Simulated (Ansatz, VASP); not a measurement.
Two plane-wave programs on Ga4AsN3

```
N Ga As
1.0
     4.75978    0.00000    0.00000
     0.00000    4.75978    0.00000
     0.00000    0.00000    4.75978
N Ga As
3 4 1
Direct
  0.50000 0.00000 0.00000
  0.00000 0.50000 0.00000
  0.00000 0.00000 0.50000
  0.22701 0.77299 0.77299
  0.77299 0.22701 0.77299
  0.77299 0.77299 0.22701
  0.22701 0.22701 0.22701
  0.50000 0.50000 0.50000
```

Alike in both runs: task single point; functional PBE; k mesh 4 × 4 × 4; occupations fermi-dirac, width 0.02 eV; no spin polarisation.

|  | VASP | Ansatz |
| --- | --- | --- |
| version | VASP 6.6.1 | Ansatz 0.2.0 |
| potentials or method | VASP PAW PBE potentials, release 64 (N, Ga_d, As) | plane waves, PAW |
| plane-wave cutoff (eV) | 520 | 420 |
| valence electrons in the cell | 72 | 82 |

```csv
,VASP,Ansatz,Ansatz less VASP
pressure (GPa),9.2,8.9,-0.29
rms of the force components (eV/Å),0.083,0.086,+0.0029
```

The functional is the same, so the differences come from potentials, cutoffs and numerics. The two sets of potentials don't hold the same shells in valence.
